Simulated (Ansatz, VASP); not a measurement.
# LaBr2 in two plane-wave programs, part 2 of 2

One calculation is typed for both programs; each brings its own data sets and cutoff. How far apart do they land?

VASP 6.6.1 and Ansatz 0.2.0.

So far: Starting point; VASP: relaxation of cell and atoms, PBEsol.

### Step 3. Ansatz: relaxation of cell and atoms, PBEsol

Level of this step: Ansatz beside VASP: Kohn-Sham DFT, plane waves, PBEsol (Ansatz).

Ansatz runs on its default PAW (the set named soft_2) files.

The same cell, functional, mesh and smearing now go to Ansatz, which takes its cutoff from its data sets.

input.yaml

```yaml
crystal:
  lattice:
    - [4.0988, 0.0, 0.0]
    - [-2.0494, 3.549664925, 0.0]
    - [0.0, 0.0, 13.9]
  atoms:
    - { symbol: La, position: [0.0, 0.0, 0.75] }
    - { symbol: La, position: [0.0, 0.0, 0.25] }
    - { symbol: Br, position: [0.6666666667, 0.3333333333, 0.6093] }
    - { symbol: Br, position: [0.3333333333, 0.6666666667, 0.1093] }
    - { symbol: Br, position: [0.6666666667, 0.3333333333, 0.8907] }
    - { symbol: Br, position: [0.3333333333, 0.6666666667, 0.3907] }
hamiltonian:
  xc: pbesol
  pseudopotentials: { kind: paw }
kpoints:
  mp_grid: { grid: [5, 5, 2] }
scf:
  occupations: { method: gaussian, width: 0.05 }
relax:
  f_tol: 0.01
  max_steps: 60
  cell: { stress_tol: 0.05 }
output:
  forces: true
  stress: true
```

Command:

```sh
ansatz run input.yaml --threads 4 --pin off --max-ram 9216MiB --backend cpu --events-out ev --progress --plain --runs-dir out
```

Numbers of over 12 decimals in the logs are rounded to 6 here.

The program printed:

```text
Engine: ansatz 0.2.0, x86_64-unknown-linux-gnu
Pseudopotentials: kind: paw
Pseudopotential: La, paw, valence charge 11, recommended cutoff 420 eV (normal), La.paw.azcp
Pseudopotential: Br, paw, valence charge 7, recommended cutoff 420 eV (normal), Br.paw.azcp
Functional definition: PBEsol
  exchange = pbesol_x
  correlation = pbesol_c
Crystal: 6 atoms, lattice volume = 202.236 Å³
Basis set: ecut = 420 eV, 3923 PW (Γ), exchange–correlation on 60×60×192 points (8 copies of the dense FFT grid, shifted against one another)
Bands: 31, of which v1, the nominal top of the filled ones, is band 25 counted from 1 (24 counted from 0)
Symmetry: 24 space group operations
Space group: P63/mmc (ITA 194), of the structure as read, at distance tolerance 5.9e-5 Å
k-points: 10 of 50
Non-local potential: La, projectors of the file, l = 0: 3, l = 1: 2, l = 2: 2, l = 3: 3
Non-local potential: Br, projectors of the file, l = 0: 2, l = 1: 2, l = 2: 2
PAW form: soft (Blöchl's): semilocal exchange-correlation on the pseudo side does not see the compensation charge
PAW frozen core: La, regenerated for the run's functional, and the local potential with it (the file was generated under x = pbe(κ = 0.804, μ = 0.219515), c = pbe(β = 0.066725))
PAW frozen core: Br, regenerated for the run's functional, and the local potential with it (the file was generated under x = pbe(κ = 0.804, μ = 0.219515), c = pbe(β = 0.066725))
PAW one-centre angular grid: La, 590 points (default); XC on 64 Gauss nodes
PAW one-centre angular grid: Br, 110 points (default); XC on 64 Gauss nodes
Initial density: superposition of atomic densities (neutral atoms: chi_scale 0, normalization atom), corrected by the library's trained network
Initial wavefunctions: pseudopotential atomic-orbital guess
Functional: x = pbesol(κ = 0.804, μ = 0.123457), c = pbesol(β = 0.046)
SCF iter   1: F=—  HF=-23278.790557 eV  |F-HF|=—  |Δ(HF+E_count)|=         —  Δρ=4.32e-3  dr2=8.22e-2  ethr=1.77e-3  ⟨swp⟩=7.8  Hψ=1503  notcnv=0
preconditioner: auto → LDOS  [metal: Δε(μ)=0.036 eV  Ē_g=10.543 eV  σ=0.050 eV  W_gap=0.38  n_scr=38 (ndim 8)  ℏωp=17.7 eV  f_vac=0.026  D(μ)=14.68/eV (n_scr^D=166)  β→1.0]
SCF iter   2: F=—  HF=-23278.782547 eV  |F-HF|=—  |Δ(HF+E_count)|=   8.01e-3  Δρ=1.90e-3  dr2=1.66e-2  ethr=1.64e-4  ⟨swp⟩=2.8  Hψ=619  notcnv=0  defer=2
SCF iter   3: F=—  HF=-23278.782850 eV  |F-HF|=—  |Δ(HF+E_count)|=   3.03e-4  Δρ=1.35e-3  dr2=1.26e-2  ethr=3.32e-5  ⟨swp⟩=2.0  Hψ=461  notcnv=0  defer=2
SCF iter   4: F=—  HF=-23278.780874 eV  |F-HF|=—  |Δ(HF+E_count)|=   1.98e-3  Δρ=8.32e-4  dr2=2.22e-3  ethr=2.52e-5  ⟨swp⟩=2.0  Hψ=431  notcnv=0  defer=2
SCF iter   5: F=—  HF=-23278.780784 eV  |F-HF|=—  |Δ(HF+E_count)|=   8.97e-5  Δρ=3.57e-4  dr2=2.45e-4  ethr=4.44e-6  ⟨swp⟩=2.5  Hψ=489  notcnv=0  defer=2
SCF iter   6: F=—  HF=-23278.780866 eV  |F-HF|=—  |Δ(HF+E_count)|=   8.21e-5  Δρ=1.47e-4  dr2=3.04e-5  ethr=4.89e-7  ⟨swp⟩=2.1  Hψ=498  notcnv=0  defer=2
SCF iter   7: F=—  HF=-23278.780981 eV  |F-HF|=—  |Δ(HF+E_count)|=   1.15e-4  Δρ=4.32e-5  dr2=2.15e-6  ethr=6.08e-8  ⟨swp⟩=2.3  Hψ=554  notcnv=0  defer=2
SCF iter   8: F=—  HF=-23278.780982 eV  |F-HF|=—  |Δ(HF+E_count)|=   8.86e-7  Δρ=1.98e-5  dr2=3.27e-7  ethr=4.30e-9  ⟨swp⟩=3.3  Hψ=596  notcnv=0  defer=2
SCF iter   9: F=-23278.780982 eV  HF=-23278.780982 eV  |F-HF|=9.66e-9  |Δ(HF+E_count)|=   2.47e-7  Δρ=6.78e-6  dr2=7.64e-8  ethr=2.00e-10  ⟨swp⟩=5.1  Hψ=1124  notcnv=0
SCF 1 converged in 9 iterations: F = -23278.780982 eV  dr2 = 7.64e-8
  greatest PAW one-centre occupation: 0.971 electrons in one spin orbital (limit 2), on the La atom at site 1 (counted from 0), in its partial waves of l = 0
relax step   1: F+E_penalty+E_count = -23278.78098194 eV  Δ(F+E_penalty+E_count) = +0.000e0 eV  max|allowed force component| = 4.490e-1 eV/Å  Δτ_max = 0.0000 Å  P = -1.950 GPa  Ω = 202.236 Å³  (9 SCF iters, dr2 threshold 1.00e-7 eV, accepted)
[...]
relax step   2: F+E_penalty+E_count = -23278.85654723 eV  Δ(F+E_penalty+E_count) = -7.557e-2 eV  max|allowed force component| = 1.401e-1 eV/Å  Δτ_max = 0.0733 Å  P = +0.948 GPa  Ω = 195.023 Å³  energy of the carried Pulay correction = +4.618e-4 eV  (8 SCF iters, dr2 threshold 6.00e-7 eV, accepted)
[...]
relax step   3: F+E_penalty+E_count = -23278.86891911 eV  Δ(F+E_penalty+E_count) = -1.237e-2 eV  max|allowed force component| = 1.074e-2 eV/Å  Δτ_max = 0.0084 Å  P = -0.081 GPa  Ω = 200.496 Å³  energy of the carried Pulay correction = +1.099e-4 eV  (7 SCF iters, dr2 threshold 6.00e-7 eV, accepted)
[...]
relax step   4: F+E_penalty+E_count = -23278.86964479 eV  Δ(F+E_penalty+E_count) = -7.257e-4 eV  max|allowed force component| = 6.808e-3 eV/Å  Δτ_max = 0.0036 Å  P = -0.012 GPa  Ω = 200.497 Å³  energy of the carried Pulay correction = +1.099e-4 eV  (6 SCF iters, dr2 threshold 5.16e-8 eV, accepted)
[...]
relax step   5: F+E_penalty+E_count = -23278.86998855 eV  Δ(F+E_penalty+E_count) = -3.438e-4 eV  max|allowed force component| = 2.846e-3 eV/Å  Δτ_max = 0.0109 Å  P = +0.031 GPa  Ω = 201.392 Å³  energy of the carried Pulay correction = +5.322e-5 eV  (9 SCF iters, accepted)
[...]
relax step   6: F+E_penalty+E_count = -23278.87000282 eV  Δ(F+E_penalty+E_count) = -1.427e-5 eV  max|allowed force component| = 4.495e-4 eV/Å  Δτ_max = 0.0035 Å  P = +0.009 GPa  Ω = 201.855 Å³  energy of the carried Pulay correction = +2.397e-5 eV  (9 SCF iters, accepted)
[...]
relax step   7: F+E_penalty+E_count = -23278.86996684 eV  Δ(F+E_penalty+E_count) = +3.598e-5 eV  max|allowed force component| = 4.378e-4 eV/Å  Δτ_max = 0.0000 Å  P = +0.009 GPa  Ω = 201.855 Å³  stress off target by 1.02e-2 GPa  SCF on the basis re-selected at this cell (its energy is not comparable with the rows above)  (4 SCF iters)
basis re-selected at this cell: Δ(F+E_penalty+E_count) = +3.598e-5 eV, ΔP = +0.000 GPa vs the last step (what re-selecting the basis moved, of the pressure what is left beyond the Pulay correction that the steps carried, after the strain that the cell walked since its last selection, with what the two solves' SCF thresholds leave and, on support functions, any second-order correction that the steps lacked; it is no m [...]
SCF converged after 4 iterations
Free energy (F): -23278.869967 eV
Harris-Foulkes:  -23278.869967 eV  (|F-HF|=1.09e-11)
Internal energy: -23278.860125 eV  (E = F + TS)
E sigma→0 (E₀):  -23278.865046 eV
Entropy (-TS):   -0.009842 eV (-1.640 meV/atom)
Fermi energy:    7.114221 eV
--- Per-component energies (eV) ---
  E_band       = -224.893889
  E_kinetic    = 919.478254
  E_local      = -2022.884141  (includes V_loc(G=0)·N_el)
  E_nonlocal   = 477.487510
  E_hartree    = 644.742260
  E_xc         = -1323.307136
  E_vxc        = -710.511050  (∫ρ·V_xc dr)
  E_paw        = -19469.919111  (= ΣΔE_a)
  E_vpaw       = -177.948972  (= ΣTr[D̂ρ^β])
  E_aug_tail   = -0.000001  (compensation charges beyond the density's cutoff)
  E_ewald      = -2505.165861
  E_core_change = 0.708100  (= ΣΔE_core)
  E_smearing   = -0.009842  (= −TS)
  E_closure    = -0.000000  (closes the sum)
  Σ components = -23278.869967   (vs F -23278.869967, Δ=0.00e0)
--- Forces (eV/Å), atoms counted from 1 ---
  atom   1  La     0.00000000     0.00000000    -0.00000000
  atom   2  La     0.00000000    -0.00000000     0.00000000
  atom   3  Br     0.00000000     0.00000000    -0.00043777
  atom   4  Br     0.00000000    -0.00000000    -0.00043777
  atom   5  Br    -0.00000000     0.00000000     0.00043777
  atom   6  Br    -0.00000000    -0.00000000     0.00043777
  max |Σ_I F_I| component: 9.25e-17 eV/Å
--- Stress (GPa, compression-positive) ---
        0.010241       0.000000       0.000000
        0.000000       0.010241       0.000000
        0.000000       0.000000       0.007697
  P = ⅓ Tr σ = 0.0094 GPa (0.094 kbar)
--- Relaxed structure (6 steps of the walk, 6 accepted, 1 SCFs on fresh bases) ---
  F+E_penalty+E_count = -23278.86996684 eV   max|allowed force component| = 4.378e-4 eV/Å   (the final SCF, on the basis selected at the relaxed cell)
  cell:  # Å, volume = 201.8554 Å³
    - [4.066900, 0.0, 0.0]
    - [-2.033450, 3.522038, 0.0]
    - [0.0, 0.0, 14.092329]
  atoms:
    - { symbol: La, position: [0, 0, 0.750000] }
    - { symbol: La, position: [0, 0, 0.250000] }
    - { symbol: Br, position: [0.666667, 0.333333, 0.616475] }
    - { symbol: Br, position: [0.333333, 0.666667, 0.116475] }
    - { symbol: Br, position: [0.666667, 0.333333, 0.883525] }
    - { symbol: Br, position: [0.333333, 0.666667, 0.383525] }
```

Wall time 7.2 s (4 threads of Intel Xeon Platinum 8375C at 2.90GHz (Ice Lake), shared host); peak memory 0.62 GiB.

### Step 4. Differences

Known differences besides the potentials themselves: both relaxations stop at a tolerance, which leaves soft axes loose, and VASP keeps its plane-wave basis; the cutoff is 420 eV in Ansatz and 350 eV in VASP; Ansatz makes its cores anew for this functional, VASP keeps those of its PBE data sets; VASP leaves aspherical gradient terms in its spheres out (LASPH is not set), Ansatz keeps them; Ansatz adds a Pulay correction to the stress that steers its cell, VASP none. Total energies have different zeros and are not compared.

The two programs side by side:

```csv
quantity,Ansatz,VASP,difference
volume (Å³),201.86,200.60,+0.62 %
"edge a after relaxation, in the typed setting (Å)",4.067,4.059,+0.19 %
"edge c after relaxation, in the typed setting (Å)",14.092,14.058,+0.24 %
```

The walks stopped with 0.01 GPa left in Ansatz and -0.01 GPa in VASP; each walk ends within a tolerance, so the volume difference is uncertain by about these residues over the bulk modulus, most in soft cells.

### Step 5. Results

| Property | Result |
| --- | --- |
| difference in volume (relaxation of cell and atoms, PBEsol) | 0.62 % |

The difference in volume is 0.62 % (relaxation of cell and atoms, PBEsol), within the 1.2 % picked in this series as the mark of a large difference, as far as the stopping tolerances let one tell. How closely two codes agree says nothing of how well the functional describes the real material.

[Lines on the potential files, build, host, timing and source positions are cut from VASP's logs without a mark.]

[Logs are printed without paths, hosts, clocks, repeated set-up lines and the standing remarks that a program may print on its own settings, such as how far it seeks lower states.]

[Hosts, paths, dates, database ids (printed as entryN), source tags and the programs' standing remarks are cut or masked in the printed files.]
